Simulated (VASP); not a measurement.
Output of a VASP run:

File OUTCAR:
```
 ion  position               nearest neighbor table
   1  0.000  0.000  0.000-   2 2.90   3 2.90   4 2.90   2 2.90   3 2.90   2 2.90   4 2.90   2 2.90
                             3 2.90   4 2.90   3 2.90   4 2.90
   2  0.000  0.500  0.500-   1 2.90   3 2.90   4 2.90   1 2.90   4 2.90   1 2.90   3 2.90   1 2.90
                             3 2.90   4 2.90   4 2.90   3 2.90
   3  0.500  0.000  0.500-   1 2.90   2 2.90   4 2.90   1 2.90   4 2.90   2 2.90   4 2.90   4 2.90
                             1 2.90   2 2.90   1 2.90   2 2.90
   4  0.500  0.500  0.000-   1 2.90   2 2.90   3 2.90   2 2.90   3 2.90   1 2.90   3 2.90   3 2.90
                             1 2.90   2 2.90   2 2.90   1 2.90
  LATTYP: Found a simple cubic cell.
 ALAT       =     4.1063577754
 Subroutine PRICEL returns:
 Original cell was already a primitive cell.
 Subroutine GETGRP returns: Found 48 space group operations
The static configuration has the point symmetry O_h .
The dynamic configuration has the point symmetry O_h .
 Subroutine INISYM returns: Found 48 space group operations
 Subroutine IBZKPT returns following result:
 Found     35 irreducible k-points:

 Following reciprocal coordinates:
            Coordinates               Weight
  0.000000  0.000000  0.000000      1.000000
  0.125000  0.000000  0.000000      6.000000
  0.250000  0.000000  0.000000      6.000000
  0.375000  0.000000  0.000000      6.000000
  0.500000  0.000000  0.000000      3.000000
  0.125000  0.125000  0.000000     12.000000
  0.250000  0.125000  0.000000     24.000000
  0.375000  0.125000  0.000000     24.000000
  0.500000  0.125000  0.000000     12.000000
  0.250000  0.250000  0.000000     12.000000
  0.375000  0.250000  0.000000     24.000000
  0.500000  0.250000  0.000000     12.000000
  0.375000  0.375000  0.000000     12.000000
  0.500000  0.375000  0.000000     12.000000
  0.500000  0.500000  0.000000      3.000000
  0.125000  0.125000  0.125000      8.000000
  0.250000  0.125000  0.125000     24.000000
  0.375000  0.125000  0.125000     24.000000
  0.500000  0.125000  0.125000     12.000000
  0.250000  0.250000  0.125000     24.000000
  0.375000  0.250000  0.125000     48.000000
  0.500000  0.250000  0.125000     24.000000
  0.375000  0.375000  0.125000     24.000000
  0.500000  0.375000  0.125000     24.000000
  0.500000  0.500000  0.125000      6.000000
  0.250000  0.250000  0.250000      8.000000
  0.375000  0.250000  0.250000     24.000000
  0.500000  0.250000  0.250000     12.000000
  0.375000  0.375000  0.250000     24.000000
  0.500000  0.375000  0.250000     24.000000
  0.500000  0.500000  0.250000      6.000000
  0.375000  0.375000  0.375000      8.000000
  0.500000  0.375000  0.375000     12.000000
  0.500000  0.500000  0.375000      6.000000
  0.500000  0.500000  0.500000      1.000000
   k-points           NKPTS =     35   k-points in BZ     NKDIM =     35   number of bands    NBANDS=     14
   number of dos      NEDOS =    301   number of ions     NIONS =      4
   total plane-waves  NPLWV =  27000
   dimension x,y,z NGX =    30 NGY =   30 NGZ =   30
   dimension x,y,z NGXF=    60 NGYF=   60 NGZF=   60
   ions per type =               1   3
   PREC   = accura    normal or accurate (medium, high low for compatibility)
   ISTART =      0    job   : 0-new  1-cont  2-samecut
   ICHARG =      2    charge: 1-file 2-atom 10-const
   ISPIN  =      1    spin polarized calculation?
   LNONCOLLINEAR =      F non collinear calculations
   LSORBIT =      F    spin-orbit coupling
   INIWAV =      1    electr: 0-lowe 1-rand  2-diag
   ENCUT  =  480.0 eV  35.28 Ry    5.94 a.u.   7.34  7.34  7.34*2*pi/ulx,y,z
   NELM   =    100;   NELMIN=  2; NELMDL= -5     # of ELM steps
   EDIFF  = 0.1E-06   stopping-criterion for ELM
   LREAL  =      F    real-space projection
   NLSPLINE    = F    spline interpolate recip. space projectors
   LMAXMIX     =    4 max onsite mixed and CHGCAR
   VOSKOWN=      0    Vosko Wilk Nusair interpolation
   EDIFFG = -.1E-01   stopping-criterion for IOM
   NSW    =     40    number of steps for IOM
   NBLOCK =      1;   KBLOCK =     40    inner block; outer block
...
```

### OSZICAR
```
       N       E                     dE             d eps       ncg     rms          rms(c)
DAV:   1     0.108648471230E+03    0.10865E+03   -0.80434E+03   980   0.121E+03
DAV:   2    -0.121474018725E+02   -0.12080E+03   -0.11894E+03   986   0.352E+02
DAV:   3    -0.201665867401E+02   -0.80192E+01   -0.77047E+01  1504   0.740E+01
DAV:   4    -0.203048964864E+02   -0.13831E+00   -0.13819E+00  1380   0.109E+01
DAV:   5    -0.203091692645E+02   -0.42728E-02   -0.42721E-02  1434   0.187E+00    0.871E+00
DAV:   6    -0.193714599853E+02    0.93771E+00   -0.48627E+00  1630   0.255E+01    0.307E+00
DAV:   7    -0.193220866426E+02    0.49373E-01   -0.97792E-02  1282   0.281E+00    0.179E+00
DAV:   8    -0.192977879563E+02    0.24299E-01   -0.41323E-02  1468   0.179E+00    0.234E-01
DAV:   9    -0.192975278887E+02    0.26007E-03   -0.30659E-03  1262   0.559E-01    0.101E-01
DAV:  10    -0.192974718164E+02    0.56072E-04   -0.20038E-04  1510   0.149E-01    0.630E-02
DAV:  11    -0.192974722970E+02   -0.48059E-06   -0.34885E-05  1538   0.448E-02    0.422E-02
DAV:  12    -0.192974634086E+02    0.88884E-05   -0.46079E-05  1596   0.797E-02    0.499E-03
DAV:  13    -0.192974633609E+02    0.47668E-07   -0.22857E-06  1536   0.179E-02    0.172E-03
DAV:  14    -0.192974634110E+02   -0.50047E-07   -0.50293E-07  1158   0.778E-03
   1 F= -.17136588E+02 E0= -.17135897E+02  d E =-.171366E+02
       N       E                     dE             d eps       ncg     rms          rms(c)
DAV:   1    -0.199044324773E+02   -0.60697E+00   -0.21019E+01  1160   0.736E+01    0.684E+00
DAV:   2    -0.192256559167E+02    0.67878E+00   -0.30014E+00  1370   0.252E+01    0.146E+00
DAV:   3    -0.191871680933E+02    0.38488E-01   -0.69564E-02  1342   0.262E+00    0.753E-01
DAV:   4    -0.191740485519E+02    0.13120E-01   -0.39193E-02  1316   0.174E+00    0.306E-01
DAV:   5    -0.191740241692E+02    0.24383E-04   -0.53812E-03  1638   0.759E-01    0.162E-01
DAV:   6    -0.191738285396E+02    0.19563E-03   -0.15305E-03  1510   0.391E-01    0.354E-02
DAV:   7    -0.191738396742E+02   -0.11135E-04   -0.15478E-04  1552   0.154E-01    0.215E-02
DAV:   8    -0.191738261626E+02    0.13512E-04   -0.89410E-05  1614   0.106E-01    0.298E-03
DAV:   9    -0.191738261089E+02    0.53634E-07   -0.13382E-06  1462   0.124E-02    0.100E-03
DAV:  10    -0.191738259514E+02    0.15753E-06   -0.51221E-08   688   0.324E-03    0.182E-04
DAV:  11    -0.191738259527E+02   -0.12940E-08   -0.18161E-08   562   0.103E-03
   2 F= -.17177672E+02 E0= -.17177286E+02  d E =-.410844E-01
       N       E                     dE             d eps       ncg     rms          rms(c)
DAV:   1    -0.193388180564E+02   -0.16499E+00   -0.25796E+00  1190   0.254E+01    0.253E+00
DAV:   2    -0.192541836640E+02    0.84634E-01   -0.67106E-01  1520   0.112E+01    0.460E-01
DAV:   3    -0.192472653040E+02    0.69184E-02   -0.25570E-02  1504   0.135E+00    0.286E-01
DAV:   4    -0.192453025883E+02    0.19627E-02   -0.57960E-03  1322   0.674E-01    0.104E-01
DAV:   5    -0.192452754688E+02    0.27119E-04   -0.77510E-04  1626   0.321E-01    0.476E-02
DAV:   6    -0.192452411707E+02    0.34298E-04   -0.18980E-04  1548   0.140E-01    0.124E-02
DAV:   7    -0.192452411345E+02    0.36129E-07   -0.33179E-06  1058   0.127E-02    0.183E-03
DAV:   8    -0.192452411766E+02   -0.42020E-07   -0.31565E-07  1158   0.429E-03
   3 F= -.17194173E+02 E0= -.17193825E+02  d E =-.575849E-01
```

File OUTCAR:
```
------------------------ aborting loop because EDIFF is reached ----------------------------------------
  FORCE on cell =-STRESS in cart. coord.  units (eV):
  Direction    XX          YY          ZZ          XY          YZ          ZX
  --------------------------------------------------------------------------------------
  Total        2.0514854      2.0514854      2.0514854      0.0000000     -0.0000000      0.0000000
  in kB       50.0101620     50.0101620     50.0101620      0.0000000     -0.0000000      0.0000000
  external PRESSURE =       0.0101620 kB  Pullay stress =      50.0000000 kB
  volume of cell :       65.72
      direct lattice vectors                 reciprocal lattice vectors
     4.035588855 -0.000000000  0.000000000     0.247795312  0.000000000  0.000000000
    -0.000000000  4.035588855 -0.000000000     0.000000000  0.247795312  0.000000000
    -0.000000000 -0.000000000  4.035588855    -0.000000000  0.000000000  0.247795312
 POSITION                                       TOTAL-FORCE (eV/Angst)
 -----------------------------------------------------------------------------------
      0.00000      0.00000      0.00000         0.000000      0.000000      0.000000
     -0.00000      2.01779      2.01779         0.000000     -0.000000      0.000000
      2.01779     -0.00000      2.01779        -0.000000     -0.000000      0.000000
      2.01779      2.01779      0.00000        -0.000000     -0.000000      0.000000
 -----------------------------------------------------------------------------------
    total drift:                               -0.000000     -0.000000      0.000000
  FREE ENERGIE OF THE ION-ELECTRON SYSTEM (eV)
  ---------------------------------------------------
  free  energy   TOTEN  =       -19.2452411766 eV

  energy  without entropy=      -19.2441971777  energy(sigma->0) =      -19.24489318
  enthalpy is  TOTEN    =       -17.1941726817 eV   P V=        2.0510684948

 reached required accuracy - stopping structural energy minimisation
```
(Selected blocks of OUTCAR.)

File POSCAR:
```
Al3Sc
1
    4.1063577754     0.0000000000    -0.0000000000
    0.0000000000     4.1063577754     0.0000000000
    0.0000000000     0.0000000000     4.1063577754
Sc Al
1 3
Direct
  0.0000000000   0.0000000000   0.0000000000
  0.0000000000   0.5000000000   0.5000000000
  0.5000000000   0.0000000000   0.5000000000
  0.5000000000   0.5000000000   0.0000000000
```

**Question.** Write an INCAR and KPOINTS that could have produced this output.

**Answer.** One answer among several that fit: the input of the run itself, PBE GGA, plane waves, VASP's PBE PAW potentials (set 64).

KPOINTS:
```
K-points
0
G
  8 8 8
```

INCAR:
```
SYSTEM = Al3Sc
PREC = Accurate; ENCUT = 480; LREAL = F
LASPH = T
EDIFF = 1E-7; NELM = 100; ALGO = Normal
LMAXMIX = 4
ISMEAR = 1; SIGMA = 0.1
GGA = PE
IBRION = 2; NSW = 40; ISIF = 3
EDIFFG = -0.01; PSTRESS = 50
LWAVE = F; LCHARG = F
```

POTCAR, in this order: Sc_sv Al (PBE.64 set). Program: vasp_std.

Energy and stress use the plane-wave basis of the starting cell.

The compound is Al3Sc in the L1_2 structure. This run relaxes it under an external pressure of 5 GPa. Symmetry was kept, so distortions that lower it aren't found.
